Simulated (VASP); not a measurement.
Crystal: W.

```xyz
1
Lattice="-1.5823 1.5823 1.5823 1.5823 -1.5823 1.5823 1.5823 1.5823 -1.5823" Properties=species:S:1:pos:R:3 pbc="T T T"
W     0.0000    0.0000    0.0000
```

| Quantity | Value |
| --- | --- |
| Program | VASP 6.6.1 |
| Task | relaxation of cell and atoms |
| Functional | LDA |
| Potentials or basis | VASP PAW LDA potentials, release 64 (W_sv) |
| Cutoff | 520 eV |
| k mesh | 18 × 18 × 18 |
| Occupations | gaussian, width 0.1 eV |
| Spin | no spin polarisation |

At the start: pressure -7.0 GPa; volume 15.85 Å³/atom.

Problem. Where does the relaxation end?

Solution. Over 4 steps the energy falls by 7.5 meV/atom and the volume is 15.51 Å³/atom (-2.1 %); space group Im-3m (No. 229, to 0.05 Å).

The path:
```
step  energy change (eV)  largest force (eV/Å)  pressure (GPa)  volume (Å³)
   1              0.0000                0.0000           -6.97        15.85
   2              0.1019                0.0000           31.48        14.32
   3             -0.0075                0.0000           -0.27        15.52
   4             -0.0075                0.0000           -0.01        15.51
```

Final structure:
```
W
1.0
    -1.57099    1.57099    1.57099
     1.57099   -1.57099    1.57099
     1.57099    1.57099   -1.57099
W
1
Cartesian
  -1.5710 1.5710 1.5710
```
